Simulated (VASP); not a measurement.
Output of a VASP run:

OSZICAR:
```
...
       N       E                     dE             d eps       ncg     rms          rms(c)
DAV:   1    -0.156581640550E+02   -0.10838E-01   -0.58874E-01  1410   0.543E+00    0.603E-01
DAV:   2    -0.156529756468E+02    0.51884E-02   -0.25361E-02  1502   0.134E+00    0.300E-01
DAV:   3    -0.156495635427E+02    0.34121E-02   -0.60075E-03  1553   0.571E-01    0.420E-02
DAV:   4    -0.156496064125E+02   -0.42870E-04   -0.54157E-04  1486   0.182E-01    0.303E-02
DAV:   5    -0.156496072643E+02   -0.85179E-06   -0.80246E-06  1660   0.218E-02
   5 F= -.15649607E+02 E0= -.15649853E+02  d E =-.126493E+00
       N       E                     dE             d eps       ncg     rms          rms(c)
DAV:   1    -0.156611350201E+02   -0.11529E-01   -0.43970E-01  1403   0.470E+00    0.484E-01
DAV:   2    -0.156565076945E+02    0.46273E-02   -0.20003E-02  1508   0.119E+00    0.276E-01
DAV:   3    -0.156535925219E+02    0.29152E-02   -0.57367E-03  1448   0.544E-01    0.362E-02
DAV:   4    -0.156536268360E+02   -0.34314E-04   -0.40428E-04  1534   0.163E-01    0.297E-02
DAV:   5    -0.156536252846E+02    0.15513E-05   -0.48617E-06  1600   0.170E-02    0.975E-03
DAV:   6    -0.156536238638E+02    0.14208E-05   -0.13858E-06   829   0.897E-03    0.204E-03
DAV:   7    -0.156536238313E+02    0.32548E-07   -0.16795E-07   741   0.360E-03
   6 F= -.15653624E+02 E0= -.15653783E+02  d E =-.401657E-02
       N       E                     dE             d eps       ncg     rms          rms(c)
DAV:   1    -0.156556386553E+02   -0.20148E-02   -0.42735E-02  1398   0.148E+00    0.153E-01
DAV:   2    -0.156551847224E+02    0.45393E-03   -0.19730E-03  1501   0.373E-01    0.854E-02
DAV:   3    -0.156548968728E+02    0.28785E-03   -0.58989E-04  1441   0.174E-01    0.111E-02
DAV:   4    -0.156549007604E+02   -0.38876E-05   -0.41067E-05  1533   0.524E-02    0.977E-03
DAV:   5    -0.156549012979E+02   -0.53753E-06   -0.44784E-07   841   0.545E-03
   7 F= -.15654901E+02 E0= -.15655153E+02  d E =-.529403E-02
       N       E                     dE             d eps       ncg     rms          rms(c)
DAV:   1    -0.156670509373E+02   -0.12150E-01   -0.71197E-02  1386   0.180E+00    0.326E-01
DAV:   2    -0.156657268001E+02    0.13241E-02   -0.19489E-03  1460   0.366E-01    0.170E-01
DAV:   3    -0.156650654456E+02    0.66135E-03   -0.10978E-03  1400   0.217E-01    0.341E-02
DAV:   4    -0.156650619052E+02    0.35405E-05   -0.13259E-05  1682   0.299E-02    0.205E-02
DAV:   5    -0.156650584364E+02    0.34688E-05   -0.42574E-07   804   0.552E-03    0.255E-03
DAV:   6    -0.156650580401E+02    0.39628E-06   -0.80876E-08   708   0.253E-03
   8 F= -.15665058E+02 E0= -.15665521E+02  d E =-.101567E-01
       N       E                     dE             d eps       ncg     rms          rms(c)
DAV:   1    -0.156808261532E+02   -0.15768E-01   -0.27554E-01  1377   0.351E+00    0.630E-01
DAV:   2    -0.156756314873E+02    0.51947E-02   -0.75289E-03  1454   0.716E-01    0.330E-01
DAV:   3    -0.156730743062E+02    0.25572E-02   -0.43239E-03  1397   0.429E-01    0.669E-02
DAV:   4    -0.156730643547E+02    0.99514E-05   -0.52181E-05  1692   0.591E-02    0.400E-02
DAV:   5    -0.156730558777E+02    0.84771E-05   -0.16433E-06   985   0.109E-02    0.645E-03
DAV:   6    -0.156730547712E+02    0.11065E-05   -0.36255E-07   768   0.510E-03    0.130E-03
DAV:   7    -0.156730548018E+02   -0.30580E-07   -0.34855E-08   714   0.171E-03
   9 F= -.15673055E+02 E0= -.15673398E+02  d E =-.181535E-01
```

OUTCAR:
```
------------------------ aborting loop because EDIFF is reached ----------------------------------------
  FORCE on cell =-STRESS in cart. coord.  units (eV):
  Direction    XX          YY          ZZ          XY          YZ          ZX
  --------------------------------------------------------------------------------------
  Total        0.0409654      0.0409654     -0.0092090      0.0000000      0.0000000      0.0000000
  in kB        1.5903945      1.5903938     -0.3575210      0.0000002      0.0000000      0.0000000
  external PRESSURE =       0.9410891 kB  Pullay stress =       0.0000000 kB
  volume of cell :       41.27
      direct lattice vectors                 reciprocal lattice vectors
     4.397064629  0.000000004 -0.000000000     0.227424449  0.131303564 -0.000000000
    -2.198531805  3.807968855  0.000000000    -0.000000000  0.262607190 -0.000000000
     0.000000000  0.000000000  2.464717114     0.000000000 -0.000000000  0.405726075
 POSITION                                       TOTAL-FORCE (eV/Angst)
 -----------------------------------------------------------------------------------
     -0.00000      0.00000      0.00000        -0.000000     -0.000000      0.000000
     -0.00000      2.53865      1.23236        -0.000000      0.000000      0.000000
      2.19853      1.26932      1.23236         0.000000     -0.000000     -0.000000
 -----------------------------------------------------------------------------------
    total drift:                                0.000000     -0.000000      0.000000
  FREE ENERGIE OF THE ION-ELECTRON SYSTEM (eV)
  ---------------------------------------------------
  free  energy   TOTEN  =       -15.6730548018 eV

  energy  without entropy=      -15.6740848055  energy(sigma->0) =      -15.67339814

 reached required accuracy - stopping structural energy minimisation
```
(Selected blocks of OUTCAR.)

### POSCAR
```
P
1
    4.2240289568    -0.0000000171     0.0000000000
   -2.1120140077     3.6581156684    -0.0000000000
   -0.0000000000    -0.0000000000     2.7055202861
P
3
Direct
  0.0000000000   1.0000000000   0.0000000000
  0.3333330000   0.6666670000   0.5000000000
  0.6666670000   0.3333330000   0.5000000000
```

Question: Write an INCAR and KPOINTS that could have produced this output.

Answer: This is not unique; one that fits is the input of the run itself, PBEsol GGA, plane waves, VASP's PBE PAW potentials (set 64).

**INCAR**
```
SYSTEM  =  P
PREC  =  Accurate; ENCUT  =  400; LREAL  =  .FALSE.
LASPH  =  .TRUE.
EDIFF  =  1E-6; NELM  =  100; ALGO  =  Normal
ISMEAR  =  1; SIGMA  =  0.1
GGA  =  PS
IBRION  =  2; NSW  =  60; ISIF  =  3
EDIFFG  =  -0.02
LWAVE  =  .FALSE.; LCHARG  =  .FALSE.
```

**KPOINTS**
```
Automatic mesh
0
Gamma
8 8 10
0 0 0
```

POTCAR, in this order: P (PBE.64 set). Program: vasp_std.

The structure was generated: P was put into the omega type (P6/mmm), which need not be its known phase. This run relaxes it. Symmetry was kept, so distortions that lower it aren't found. The start is the result of an earlier pass. VASP warned that the highest band is occupied, so more bands are needed.
